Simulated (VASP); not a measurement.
# Si (Fd-3m) in VASP: band structure with HSE06

Aim: the band structure of Si with HSE06.

All numbers are computed with VASP 6.6.1; they aren't measurements. Logs are shortened: lines on timing, memory, paths and dates and some standing lists are left out, and cuts for length are marked.

## 1. The structure

It takes space group Fd-3m (No. 227, cubic). Conventional cell: a = 5.435 Å, b = 5.435 Å, c = 5.435 Å, α = 90.00°, β = 90.00°, γ = 90.00°. Around Si (site symmetry -43m) lie 4 Si at 2.35 Å.

## 2. Band structure, HSE06

POSCAR

```
Si
1.0
    0.0000000000      2.7176300000      2.7176300000
    2.7176300000      0.0000000000      2.7176300000
    2.7176300000      2.7176300000      0.0000000000
Si
2
Direct
    0.5000000000      0.5000000000      0.5000000000
    0.7500000000      0.7500000000      0.7500000000
```

INCAR.step1

```
SYSTEM = Si
PREC = Accurate ; ENCUT = 520
EDIFF = 1E-5 ; ISMEAR = 0
SIGMA = 0.02 ; LREAL = .FALSE.
LASPH = .TRUE. ; NELM = 60
ALGO = Normal ; ISIF = 2
LWAVE = .TRUE. ; LCHARG = .FALSE.
NBANDS = 11 ; GGA = PE
```

INCAR.step2

```
SYSTEM = Si
PREC = Accurate ; ENCUT = 520
EDIFF = 1E-7 ; ISMEAR = 0
SIGMA = 0.02 ; LREAL = .FALSE.
LASPH = .TRUE. ; NELM = 60
ALGO = Normal ; ISIF = 2
LWAVE = .FALSE. ; LCHARG = .FALSE.
GGA = PE ; LHFCALC = .TRUE.
HFSCREEN = 0.2 ; PRECFOCK = Fast
NBANDS = 11 ; ISTART = 1
```

KPOINTS

```
Automatic mesh
0
G
  6 6 6
  0 0 0
```

KPOINTS_OPT

```
path GXWKGLUWLK,UX
12
line-mode
reciprocal
 0.0000000000  0.0000000000  0.0000000000  G
 0.5000000000  0.0000000000  0.5000000000  X

 0.5000000000  0.0000000000  0.5000000000  X
 0.5000000000  0.2500000000  0.7500000000  W

 0.5000000000  0.2500000000  0.7500000000  W
 0.3750000000  0.3750000000  0.7500000000  K

 0.3750000000  0.3750000000  0.7500000000  K
 0.0000000000  0.0000000000  0.0000000000  G

 0.0000000000  0.0000000000  0.0000000000  G
 0.5000000000  0.5000000000  0.5000000000  L

 0.5000000000  0.5000000000  0.5000000000  L
 0.6250000000  0.2500000000  0.6250000000  U

 0.6250000000  0.2500000000  0.6250000000  U
 0.5000000000  0.2500000000  0.7500000000  W

 0.5000000000  0.2500000000  0.7500000000  W
 0.5000000000  0.5000000000  0.5000000000  L

 0.5000000000  0.5000000000  0.5000000000  L
 0.3750000000  0.3750000000  0.7500000000  K

 0.6250000000  0.2500000000  0.6250000000  U
 0.5000000000  0.0000000000  0.5000000000  X
```

Potentials or basis: VASP PAW PBE potentials, release 64 (Si).

Launch:

```bash
$ cat potpaw_PBE.64/Si/POTCAR > POTCAR
$ cp INCAR.step1 INCAR
$ mpirun -np 1 vasp_std > vasp.out
$ cp INCAR.step2 INCAR
$ mpirun -np 1 vasp_std > vasp.out
```

OUTCAR:

```text
SYSTEM = Si
   PREC = Accurate
   ENCUT = 520
   EDIFF = 1E-7
   ISMEAR = 0
   LREAL = .FALSE.
   LASPH = .TRUE.
   NELM = 60
   ISIF = 2
   GGA = PE
   LHFCALC = .TRUE.
   HFSCREEN = 0.2
   PRECFOCK = Fast
   ISTART = 1

 ion  position               nearest neighbor table
   1  0.500  0.500  0.500-   2 2.35   2 2.35   2 2.35   2 2.35
   2  0.750  0.750  0.750-   1 2.35   1 2.35   1 2.35   1 2.35

  LATTYP: Found a face centered cubic cell.
 ALAT       =     5.4352600000

  Lattice vectors:

 A1 = (   0.0000000000,   2.7176300000,   2.7176300000)
 A2 = (   2.7176300000,   0.0000000000,   2.7176300000)
 A3 = (   2.7176300000,   2.7176300000,   0.0000000000)

Analysis of symmetry for initial positions (statically):
=====================================================================
 Subroutine PRICEL returns:
 Original cell was already a primitive cell.

 Routine SETGRP: Setting up the symmetry group for a
 face centered cubic supercell.

 Subroutine GETGRP returns: Found 48 space group operations
 (whereof 24 operations were pure point group operations)
 out of a pool of 48 trial point group operations.

The static configuration has the point symmetry T_d .
 The point group associated with its full space group is O_h .

Analysis of symmetry for dynamics (positions and initial velocities):
=====================================================================
 Subroutine PRICEL returns:
 Original cell was already a primitive cell.

 Routine SETGRP: Setting up the symmetry group for a
 face centered cubic supercell.

 Subroutine GETGRP returns: Found 48 space group operations
 (whereof 24 operations were pure point group operations)
 out of a pool of 48 trial point group operations.

The dynamic configuration has the point symmetry T_d .
 The point group associated with its full space group is O_h .

 Subroutine INISYM returns: Found 48 space group operations
 (whereof 24 operations are pure point group operations),
 and found     1 'primitive' translations

----------------------------------------------------------------------------------------

                                     Primitive cell

  volume of cell :      40.1422

  direct lattice vectors                    reciprocal lattice vectors
     0.000000000  2.717630000  2.717630000    -0.183983839  0.183983839  0.183983839
     2.717630000  0.000000000  2.717630000     0.183983839 -0.183983839  0.183983839
     2.717630000  2.717630000  0.000000000     0.183983839  0.183983839 -0.183983839

  length of vectors
     3.843309204  3.843309204  3.843309204     0.318669357  0.318669357  0.318669357

  position of ions in fractional coordinates (direct lattice)
     0.500000000  0.500000000  0.500000000
     0.750000000  0.750000000  0.750000000

  ion indices of the primitive-cell ions
   primitive index   ion index
                 1           1
                 2           2

----------------------------------------------------------------------------------------

 KPOINTS: Automatic mesh

Automatic generation of k-mesh.
 Grid dimensions read from file:
 generate k-points for:    6    6    6

 Generating k-lattice:

  Cartesian coordinates                     Fractional coordinates (reciprocal lattice)
    -0.030663973  0.030663973  0.030663973     0.166666667  0.000000000  0.000000000
     0.030663973 -0.030663973  0.030663973     0.000000000  0.166666667  0.000000000
     0.030663973  0.030663973 -0.030663973     0.000000000  0.000000000  0.166666667

  Length of vectors
     0.053111559  0.053111559  0.053111559

  Shift w.r.t. Gamma in fractional coordinates (k-lattice)
     0.000000000  0.000000000  0.000000000

 Subroutine IBZKPT returns following result:
 ===========================================

 Found     16 irreducible k-points:

 Following reciprocal coordinates:
            Coordinates               Weight
  0.000000  0.000000  0.000000      1.000000
  0.166667  0.000000  0.000000      8.000000
  0.333333  0.000000  0.000000      8.000000
  0.500000  0.000000  0.000000      4.000000
  0.166667  0.166667  0.000000      6.000000
  0.333333  0.166667  0.000000     24.000000
[... 8 lines left out ...]
 -0.333333  0.333333  0.166667     24.000000
 -0.333333  0.500000  0.166667     12.000000
   k-points           NKPTS =     16   k-points in BZ     NKDIM =    216   number of bands    NBANDS=     11
   number of dos      NEDOS =    301   number of ions     NIONS =      2
   total plane-waves  NPLWV =  27000
   dimension x,y,z NGX =    30 NGY =   30 NGZ =   30
   dimension x,y,z NGXF=    60 NGYF=   60 NGZF=   60
   ions per type =               2
   NGX,Y,Z   is equivalent  to a cutoff of  12.98, 12.98, 12.98 a.u.
   NGXF,Y,Z  is equivalent  to a cutoff of  25.95, 25.95, 25.95 a.u.
 SYSTEM =  Si
   PREC   = accura    normal or accurate (medium, high low for compatibility)
   ISTART =      1    job   : 0-new  1-cont  2-samecut
   ICHARG =      0    charge: 1-file 2-atom 10-const
   ISPIN  =      1    spin polarized calculation?
   LNONCOLLINEAR =      F non collinear calculations
   LSORBIT =      F    spin-orbit coupling
   LASPH  =      T    aspherical Exc in radial PAW
   ENCUT  =  520.0 eV  38.22 Ry    6.18 a.u.   7.15  7.15  7.15*2*pi/ulx,y,z
   NELM   =     60;   NELMIN=  2; NELMDL=  0     # of ELM steps
   EDIFF  = 0.1E-06   stopping-criterion for ELM
   LREAL  =      F    real-space projection
   EDIFFG = 0.1E-05   stopping-criterion for IOM
   NSW    =      0    number of steps for IOM
   IBRION =     -1    ionic relax: 0-MD 1-quasi-New 2-CG
   NFREE  =      0    steps in history (QN), initial steepest desc. (CG)
   ISIF   =      2    stress and relaxation
   ISYM   =      3    0-nonsym 1-usesym 2-fastsym
   POTIM  = 0.5000    time-step for ionic-motion
   TEBEG  =    0.0;   TEEND  =   0.0 temperature during run
   PSTRESS=    0.0 pullay stress
   NELECT =       8.0000    total number of electrons
   NUPDOWN=      -1.0000    fix difference up-down
   EMIN   =  10.00;   EMAX   =-10.00  energy-range for DOS
   EFERMI =   0.00;   METHOD = LEGACY
   ISMEAR =     0;   SIGMA  =   0.02  broadening in eV -4-tet -1-fermi 0-gaus
   EFERMI_NEDOS =   21; number of points for ismear=-14 and -15
   IALGO  =     38    algorithm
   IMIX   =      1    mixing-type and parameters
     AMIX     =   0.40;   BMIX     =  1.00
     AMIX_MAG =   1.60;   BMIX_MAG =  1.00
  volume/ion in A,a.u.               =      20.07       135.45
  Fermi-wavevector in a.u.,A,eV,Ry     =   0.956249  1.807049 12.441342  0.914413
  Thomas-Fermi vector in A             =   2.085160
   LORBIT       =      0    0 simple, 1 ext, 2 COOP (PROOUT), +10 PAW based schemes
   GGA     = PE    functional components
   LHFCALC =     T    Hartree Fock is set to
   PRECFOCK=fast      Normal, Fast or Accurate (Low or Medium for compatibility)
   ENCUT4O =  -1.0   cutoff for four orbital integrals eV
   NKREDX  =     1    reduce k-point grid by
   NKREDY  =     1    reduce k-point grid by
   NKREDZ  =     1    reduce k-point grid by
   AEXX    =    0.2500 exact exchange contribution
   HFSCREEN=    0.2000 screening length (either q_TF or 0.3 A-1)
   HFSCREENC=   0.2000 screening length for correlation (either q_TF or 0.3 A-1)
   ENCUTFOCK=  -1.0 apply spherical cutoff to Coloumb kernel
   IVDW    =     0    specifies the selected vdW correction
   LEPSILON=     F    determine dielectric tensor
   LRPA    =     F    only Hartree local field effects (RPA)
 non-spin polarized calculation
 Gauss-broadening in eV      SIGMA  =   0.02
  energy-cutoff  :      520.00
  volume of cell :       40.14
 maximum number of plane-waves:      1106
 NGX is ok and might be reduce to    30
  NGX = 16; NGY = 16; NGZ = 16

 number of electron       8.0000000 magnetization

 Free energy of the ion-electron system (eV)
  ---------------------------------------------------
  ext. energy  EPLUGINS =         0.00000000
  ---------------------------------------------------
  free energy    TOTEN  =       -12.56770771 eV

  energy without entropy =      -12.56770771  energy(sigma->0) =      -12.56770771

 E-fermi :   5.5506     XC(G=0):  -7.8272

 val. band max:        5.4411923537   @ k =   0.0000   0.0000   0.0000
 cond. band min:       6.7543073979   @ k =   0.5000   0.5000   0.0000
 fundamental gap:      1.3131150443
 Fermi energy:         5.5506011080

 k-point     1 :       0.0000    0.0000    0.0000
  band No.  band energies     occupation
      1      -7.8367      2.00000
      2       5.4412      2.00000
      3       5.4412      2.00000
      4       5.4412      2.00000
      5       8.7835      0.00000
      6       8.7835      0.00000
      7       8.7835      0.00000
      8       9.7536      0.00000
      9      14.2455      0.00000
     10      14.2455      0.00000
     11      14.2467      0.00000

 k-point     2 :       0.1667    0.0000    0.0000
  band No.  band energies     occupation
      1      -7.4371      2.00000
      2       2.8840      2.00000
      3       4.9687      2.00000
      4       4.9687      2.00000
      5       8.5625      0.00000
      6       9.4702      0.00000
      7       9.4702      0.00000
      8      11.8940      0.00000
      9      13.5423      0.00000
     10      13.5423      0.00000
     11      15.4673      0.00000

 k-point     3 :       0.3333    0.0000    0.0000
  band No.  band energies     occupation
      1      -6.3109      2.00000
      2      -0.4280      2.00000
      3       4.3574      2.00000
      4       4.3574      2.00000
      5       7.9337      0.00000
      6       9.7834      0.00000
      7       9.7834      0.00000
      8      14.3128      0.00000
      9      14.5171      0.00000
     10      14.5171      0.00000
     11      15.6182      0.00000

 k-point     4 :       0.5000    0.0000    0.0000
  band No.  band energies     occupation
      1      -5.2499      2.00000
      2      -2.2657      2.00000
      3       4.1312      2.00000
      4       4.1312      2.00000
      5       7.6936      0.00000
      6       9.5990      0.00000
      7       9.5990      0.00000
      8      14.0770      0.00000
      9      17.2580      0.00000
     10      17.2580      0.00000
     11      17.9936      0.00000
[... 127 lines left out ...]
 k-point    14 :       0.5000    0.3333    0.1667
  band No.  band energies     occupation
      1      -5.2958      2.00000
      2      -0.7857      2.00000
      3       1.5712      2.00000
      4       2.9670      2.00000
      5       9.0421      0.00000
      6       9.9324      0.00000
      7      10.5834      0.00000
      8      13.6080      0.00000
      9      15.6191      0.00000
     10      16.5966      0.00000
     11      19.7645      0.00000

 k-point    15 :      -0.3333    0.3333    0.1667
  band No.  band energies     occupation
      1      -4.1980      2.00000
      2      -2.1305      2.00000
      3       1.0801      2.00000
      4       2.4550      2.00000
      5       9.5437      0.00000
      6       9.8345      0.00000
      7      12.5103      0.00000
      8      13.0363      0.00000
      9      14.1317      0.00000
     10      17.8618      0.00000
     11      18.7158      0.00000

 k-point    16 :      -0.3333    0.5000    0.1667
  band No.  band energies     occupation
      1      -3.0909      2.00000
      2      -3.0909      2.00000
      3       1.4808      2.00000
      4       1.4808      2.00000
      5       8.9200      0.00000
      6       8.9200      0.00000
      7      13.2713      0.00000
      8      13.2713      0.00000
      9      17.3441      0.00000
     10      17.3441      0.00000
     11      19.7684      0.00000

------------------------ aborting loop because EDIFF is reached ----------------------------------------

  FORCE on cell =-STRESS in cart. coord.  units (eV):
  Direction    XX          YY          ZZ          XY          YZ          ZX
  --------------------------------------------------------------------------------------
  -------------------------------------------------------------------------------------
  Total       -0.0129265     -0.0129265     -0.0129265      0.0000000      0.0000000     -0.0000000
  in kB       -0.5159316     -0.5159316     -0.5159316      0.0000000      0.0000000     -0.0000000
  external PRESSURE =      -0.5159316 kB  Pullay stress =       0.0000000 kB

 VOLUME and BASIS-vectors are now :
 -----------------------------------------------------------------------------
  energy-cutoff  :      520.00
  volume of cell :       40.14
      direct lattice vectors                 reciprocal lattice vectors
     0.000000000  2.717630000  2.717630000    -0.183983839  0.183983839  0.183983839
     2.717630000  0.000000000  2.717630000     0.183983839 -0.183983839  0.183983839
     2.717630000  2.717630000  0.000000000     0.183983839  0.183983839 -0.183983839

 POSITION                                       TOTAL-FORCE (eV/Angst)
 -----------------------------------------------------------------------------------
      2.71763      2.71763      2.71763         0.000000      0.000000     -0.000000
      4.07645      4.07645      4.07645        -0.000000     -0.000000      0.000000
 -----------------------------------------------------------------------------------
    total drift:                               -0.000000     -0.000000     -0.000000

  FREE ENERGIE OF THE ION-ELECTRON SYSTEM (eV)
  ---------------------------------------------------
  free  energy   TOTEN  =       -12.5677077093 eV

  energy  without entropy=      -12.5677077093  energy(sigma->0) =      -12.56770771
```

Run time: 12 min. Hardware: 1 thread of Intel Xeon Platinum 8488C (Sapphire Rapids), shared host; peak memory 0.33 GiB.

What came out:

- Free energy: -12.5677 eV
- Pressure: -0.1 GPa
- Band gap on the k mesh: 1.31 eV, indirect (least direct gap 3.34 eV)
- Band gap along the path: 1.17 eV, indirect (least direct gap 3.34 eV)

Levels at the corners of the path, in eV from the valence-band top:
```csv
point,band 1,band 2,band 3,band 4,band 5,band 6,band 7,band 8,band 9
Γ,-13.28,0.00,0.00,0.00,3.34,3.34,3.34,4.31,8.80
X,-8.67,-8.67,-3.13,-3.13,1.31,1.31,11.49,11.49,12.25
X,-8.67,-8.67,-3.13,-3.13,1.31,1.31,11.49,11.49,12.25
W,-8.48,-8.48,-4.19,-4.19,5.07,5.07,5.99,5.99,11.91
W,-8.48,-8.48,-4.19,-4.19,5.07,5.07,5.99,5.99,11.91
K,-9.13,-8.00,-4.69,-2.65,1.85,4.96,8.64,9.13,9.45
K,-9.13,-8.00,-4.69,-2.65,1.85,4.96,8.64,9.13,9.45
Γ,-13.28,0.00,0.00,0.00,3.34,3.34,3.34,4.31,8.80
Γ,-13.28,0.00,0.00,0.00,3.34,3.34,3.34,4.31,8.80
L,-10.69,-7.71,-1.31,-1.31,2.25,4.16,4.16,8.64,11.82
L,-10.69,-7.71,-1.31,-1.31,2.25,4.16,4.16,8.64,11.82
U,-9.13,-8.00,-4.69,-2.65,1.85,4.96,8.64,9.13,9.45
U,-9.13,-8.00,-4.69,-2.65,1.85,4.96,8.64,9.13,9.45
W,-8.48,-8.48,-4.19,-4.19,5.07,5.07,5.99,5.99,11.91
W,-8.48,-8.48,-4.19,-4.19,5.07,5.07,5.99,5.99,11.91
L,-10.69,-7.71,-1.31,-1.31,2.25,4.16,4.16,8.64,11.82
L,-10.69,-7.71,-1.31,-1.31,2.25,4.16,4.16,8.64,11.82
K,-9.13,-8.00,-4.69,-2.65,1.85,4.96,8.64,9.13,9.45
U,-9.13,-8.00,-4.69,-2.65,1.85,4.96,8.64,9.13,9.45
X,-8.67,-8.67,-3.13,-3.13,1.31,1.31,11.49,11.49,12.25
```

Caveat: the PAW data sets were made with another functional, which shifts forces and pressure a little; the mesh misses the band edges, which the band path finds closer together.
